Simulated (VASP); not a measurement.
All values below come from revPBE GGA, VASP's PBE PAW potentials (set 64) (plane waves; VASP).

VASP input:

INCAR:
```
SYSTEM = In atom
PREC = Normal
ENCUT = 520
EDIFF = 1E-6
NELM = 200
ALGO = All
LREAL = .FALSE.
LASPH = .TRUE.
ISMEAR = 0
SIGMA = 0.01
GGA = RE
LMAXMIX = 4
ISPIN = 2
MAGMOM = 1
LORBIT = 10
LWAVE = .FALSE.
LCHARG = .FALSE.
ISYM = 0
NUPDOWN = 1
```

### POSCAR
```
In atom
1
   12.0000000000     0.0000000000     0.0000000000
    0.0000000000    12.5000000000     0.0000000000
    0.0000000000     0.0000000000    13.0000000000
In
1
Direct
  0.0000000000   0.0000000000   0.0000000000
```

**KPOINTS**
```
Automatic mesh
0
Gamma
1 1 1
0 0 0
```

POTCAR, in this order: In_d (PBE.64 set). Program: vasp_gam. Read from the step before: WAVECAR.

The resulting files:

OSZICAR:
```
       N       E                     dE             d eps       ncg     rms           ort
SDA:   1    -0.281456303305E+00   -0.28146E+00    0.00000E+00    11   0.573E-02   0.000E+00
CGA:   2    -0.282185239139E+00   -0.72894E-03   -0.72359E-03    11   0.183E-02  -0.767E-04
CGA:   3    -0.282610993003E+00   -0.42575E-03   -0.42456E-03    11   0.217E-03   0.289E-04
CGA:   4    -0.282679256897E+00   -0.68264E-04   -0.67350E-04    11   0.675E-04   0.850E-05
CGA:   5    -0.282697284435E+00   -0.18028E-04   -0.18586E-04    11   0.460E-04  -0.970E-05
CGA:   6    -0.282704056868E+00   -0.67724E-05   -0.69279E-05    11   0.104E-04   0.416E-05
CGA:   7    -0.282706333202E+00   -0.22763E-05   -0.22931E-05    11   0.601E-05   0.205E-05
SDA:   8    -0.282708363651E+00   -0.20304E-05   -0.25970E-05    11   0.585E-05  -0.373E-05
CGA:   9    -0.282709356322E+00   -0.99267E-06   -0.10421E-05    11   0.884E-06   0.108E-05
   1 F= -.28270936E+00 E0= -.28270936E+00  d E =-.175877E-12  mag=     1.0000
```

**OUTCAR**
```
------------------------ aborting loop because EDIFF is reached ----------------------------------------
  FORCE on cell =-STRESS in cart. coord.  units (eV):
  Direction    XX          YY          ZZ          XY          YZ          ZX
  --------------------------------------------------------------------------------------
  Total       -0.0033454     -0.0087556      0.0094524     -0.0000000     -0.0000897     -0.0000097
  in kB       -0.0027487     -0.0071939      0.0077664     -0.0000000     -0.0000737     -0.0000079
  external PRESSURE =      -0.0007254 kB  Pullay stress =       0.0000000 kB
  volume of cell :     1950.00
      direct lattice vectors                 reciprocal lattice vectors
    12.000000000  0.000000000  0.000000000     0.083333333  0.000000000  0.000000000
     0.000000000 12.500000000  0.000000000     0.000000000  0.080000000  0.000000000
     0.000000000  0.000000000 13.000000000     0.000000000  0.000000000  0.076923077
 POSITION                                       TOTAL-FORCE (eV/Angst)
 -----------------------------------------------------------------------------------
      0.00000      0.00000      0.00000        -0.000000      0.000000      0.000000
 -----------------------------------------------------------------------------------
    total drift:                               -0.000000      0.000000      0.000000
  FREE ENERGIE OF THE ION-ELECTRON SYSTEM (eV)
  ---------------------------------------------------
  free  energy   TOTEN  =        -0.2827093563 eV

  energy  without entropy=       -0.2827093563  energy(sigma->0) =       -0.28270936

 total charge

# of ion       s       p       d       tot
------------------------------------------
    1        1.141   0.251   9.829  11.222

 magnetization (x)

# of ion       s       p       d       tot
------------------------------------------
    1       -0.007   0.251  -0.004   0.240
```
(Selected blocks of OUTCAR.)

The atom may not be in its lowest state.

The cell is a free atom in a box.
